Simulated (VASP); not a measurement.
An input for Quantum ESPRESSO's pw.x (written as the equivalent of a VASP run, and not itself run):

```
&CONTROL
  calculation = 'vc-relax'
  pseudo_dir = './pseudo'
  outdir = './out'
  tprnfor = .true.
  tstress = .true.
  nstep = 40
  forc_conv_thr = 0.00078
/
&SYSTEM
  ibrav = 0
  nat = 2
  ntyp = 2
  ecutwfc = 90
  occupations = 'smearing'
  smearing = 'methfessel-paxton'
  degauss = 0.00735
  input_dft = 'pbe'
  nspin = 2
  starting_magnetization(1) = 0.29
  starting_magnetization(2) = 0.03
/
&ELECTRONS
  conv_thr = 7.3e-08
  electron_maxstep = 100
/
&IONS
/
&CELL
  press = 100
/
ATOMIC_SPECIES
  Fe 55.845 Fe.upf
  Pt 195.084 Pt.upf
CELL_PARAMETERS angstrom
     2.7011105    0.0000000    0.0000000
     0.0000000    2.7011105    0.0000000
    -0.0000000    0.0000000    3.7439194
ATOMIC_POSITIONS crystal
  Fe   0.0000000  0.0000000  0.0000000
  Pt   0.5000000  0.5000000  0.5000000
K_POINTS automatic
  13 13 10 0 0 0
```

Q: Write the VASP files for the same calculation (PBE).

A: Several could match; the one computed here: 
### INCAR
```
SYSTEM=FePt
PREC=Accurate; ENCUT=500; LREAL=.FALSE.
LASPH=.TRUE.
EDIFF=1E-6; NELM=100; ALGO=Normal
LMAXMIX=6
ISMEAR=1; SIGMA=0.1
GGA=PE
MAGMOM=2.9 0.3
ISPIN=2
IBRION=2; NSW=40; ISIF=3
EDIFFG=-0.02; PSTRESS=100
LWAVE=.FALSE.; LCHARG=.FALSE.; LORBIT=10
```

### KPOINTS
```
Automatic mesh
0
Gamma
13 13 10
0 0 0
```

### POSCAR
```
FePt
1
    2.7011105009     0.0000000000     0.0000000000
    0.0000000000     2.7011105009     0.0000000000
   -0.0000000000     0.0000000000     3.7439193551
Fe Pt
1 1
Direct
  0.0000000000   0.0000000000   0.0000000000
  0.5000000000   0.5000000000   0.5000000000
```

POTCAR, in this order: Fe Pt (PBE.64 set). Program: vasp_std.

What does not carry over: the potentials are each code's own (VASP's PAW set, PseudoDojo norm-conserving files in pw.x), so ENCUT and ecutwfc are chosen apart and not converted; conv_thr bounds pw.x's estimated SCF error, while EDIFF bounds the energy change between steps; starting_magnetization is a fraction of the valence charge and MAGMOM a moment in μB, so they match only roughly; forc_conv_thr acts on force components and is met together with etot_conv_thr.

The compound is FePt in the L1_0 structure. This run relaxes it under an external pressure of 10 GPa. Symmetry was kept, so distortions that lower it aren't found.
